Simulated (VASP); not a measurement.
**H10SO4: single point with PBE**

The system is H10SO4.

```
CELL_PARAMETERS angstrom
5.64622 0.00000 0.00000
0.00000 5.64622 0.00000
0.00000 0.00000 5.64622
ATOMIC_POSITIONS crystal
O 0.79949 0.61565 0.00875
O 0.64392 0.22776 0.66914
O 0.63340 0.09072 0.22178
O 0.11174 0.07779 0.93484
H 0.88342 0.76405 0.00873
H 0.88682 0.51581 0.12477
H 0.73141 0.35502 0.73623
H 0.74772 0.12732 0.58908
H 0.72395 0.08948 0.08882
H 0.48636 0.02403 0.18085
H 0.10283 0.04516 0.75665
H 0.28127 0.08099 0.91081
H 0.38513 0.68777 0.46762
H 0.01955 0.71616 0.60715
S 0.18163 0.77994 0.41346
```

The cell was built by a generator and needn't be a form met in nature.

```
Program                : VASP 6.6.1
Task                   : single point
Functional             : PBE
Potentials or basis    : VASP PAW PBE potentials, release 64 (O, H, S)
Cutoff                 : 520 eV
k mesh                 : 1 × 1 × 1
Occupations            : fermi-dirac, width 0.02 eV
Spin                   : no spin polarisation
Dipole correction      : no
Further INCAR settings : LREAL = Auto; ALGO = Fast; EDIFF = 1e-06; NBANDS = 33
```

```
Pressure               : 3.0 GPa
Largest force          : 4.001 eV/Å
Band gap on the k mesh : 4.01 eV, direct
```

Forces on the atoms (eV/Å):
```
O    0.090 -1.266  0.209
O   -2.141  0.535  1.239
O   -0.629  0.351  3.483
O   -0.033 -0.558 -2.512
H    0.543  0.459  0.159
H   -0.436  0.653 -0.677
H    0.684  0.923  0.710
H    1.164 -0.981 -1.394
H    2.191  0.019 -3.348
H   -1.408 -0.614 -0.209
H   -0.971  0.202  1.096
H    1.143  0.456  1.028
H    0.922 -0.853  1.053
H    1.853 -0.001 -1.325
S   -2.972  0.674  0.486
```

Stress tensor (GPa, compression positive):
```
 3.57 -0.08  1.84
-0.08  3.17  1.48
 1.84  1.48  2.36
```

Levels at points of the mesh, in eV from the valence-band top:
| k point | band 16 | band 17 | band 18 | band 19 | band 20 | band 21 | band 22 | band 23 | band 24 | band 25 |
| --- | --- | --- | --- | --- | --- | --- | --- | --- | --- | --- |
| (0.00, 0.00, 0.00) | -1.13 | -0.89 | -0.50 | -0.20 | 0.00 | 4.01 | 5.97 | 6.39 | 7.85 | 8.35 |

It took 24 s on 1 thread of AMD EPYC 7R13 Processor (Zen 3), with other jobs on the host, peak memory 0.2 GiB.

PBE gaps usually lie below the measured ones, often by a third to a half.
